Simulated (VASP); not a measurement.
An input for Ansatz (written as the equivalent of a VASP run, and not itself run):

Ansatz 0.2 input:
```yaml
crystal:
  lattice:
    - [1.2063596, 0.6964916, 3.9211859]
    - [-1.2063596, 0.6964916, 3.9211859]
    - [0.0000000, -1.3929844, 3.9211859]
  atoms:
    - { symbol: Fe, position: [0.0000000, 0.0000000, 0.0000000] }
    - { symbol: Co, position: [0.5000000, 0.5000000, 0.5000000] }
kpoints:
  mp_grid: { grid: [16, 16, 16] }
hamiltonian:
  xc: pbesol
  pseudopotentials: { kind: paw }
scf:
  occupations: { method: methfessel_paxton, width: 0.1 }
  max_iter: 100
relax:
  max_steps: 60
  f_tol: 0.01
  cell: {}
output: { forces: true, stress: true, eigenvalues: true }
```

Q: Translate this input to VASP (INCAR, KPOINTS, POSCAR, choice of POTCAR).

A: One answer among several that fit: 
### POSCAR
```
FeCo
1
    1.2063595850     0.6964916445     3.9211859178
   -1.2063595850     0.6964916445     3.9211859178
    0.0000000000    -1.3929843553     3.9211859254
Fe Co
1 1
Direct
  0.0000000000   0.0000000000   0.0000000000
  0.5000000000   0.5000000000   0.5000000000
```

INCAR:
```
PREC = Accurate
LMAXMIX = 4   ! l cut-off of mixed one-centre charges
SIGMA = 0.1
LASPH = .TRUE.
SYSTEM = FeCo
ALGO = Normal   ! blocked Davidson
IBRION = 2   ! conjugate gradients
NSW = 60
EDIFFG = -0.01
ISIF = 3
GGA = PS   ! PBEsol
ISMEAR = 1   ! Methfessel-Paxton
EDIFF = 1E-6   ! SCF stop (eV)
LCHARG = .FALSE.
ENCUT = 400   ! plane-wave cut-off (eV)
NELM = 100
LWAVE = .FALSE.
LREAL = .FALSE.   ! projection in real space or not
```

File KPOINTS:
```
Automatic mesh
0
G
 16 16 16
```

POTCAR, in this order: Fe Co (PBE.64 set). Program: vasp_std.

What does not carry over: each code has its own PAW files, so the cut-off isn't converted (ENCUT is set for VASP's; basis.ecutwfc is left out, and Ansatz then takes the one that its files recommend); Ansatz stops its SCF on the density residual and VASP on the energy change (EDIFF).

The structure was generated: FeCo was put into the CuPt type (R-3m), which need not be its known phase. This run relaxes it. Symmetry was kept, so distortions that lower it aren't found. The start is the result of an earlier pass.
